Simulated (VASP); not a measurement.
Here is the system:

```yaml
crystal:
  lattice:
    - [0.00000, 2.25271, 2.25271]
    - [2.25271, 0.00000, 2.25271]
    - [2.25271, 2.25271, 0.00000]
  atoms:
    - { symbol: Ga, position: [0.00000, 0.00000, 0.00000] }
    - { symbol: N, position: [0.25000, 0.25000, 0.25000] }
```

Computed with r2SCAN meta-GGA, VASP's PBE PAW potentials (set 64) (plane waves; VASP 6.6.1). Run with 520 eV cut-off, 10×10×10 Γ-centred mesh, Gaussian smearing of 0.050 eV, potentials Ga_d N.

### Question
Estimate the energy per atom (σ→0), band gap (on the k-mesh) with the smallest direct gap where there is one.

### Answer

| Quantity | Result |
|---|---|
| band gap (on the k-mesh) | 2.13 eV |
| smallest direct gap (on the k-mesh) | 2.13 eV |
| energy per atom (σ→0) | -10.948 eV/atom |

Total energies compare only between runs with the same potentials, cut-off and functional.

The compound is GaN in the zinc blende structure, a metastable form; wurtzite is the usual one. It was relaxed first.
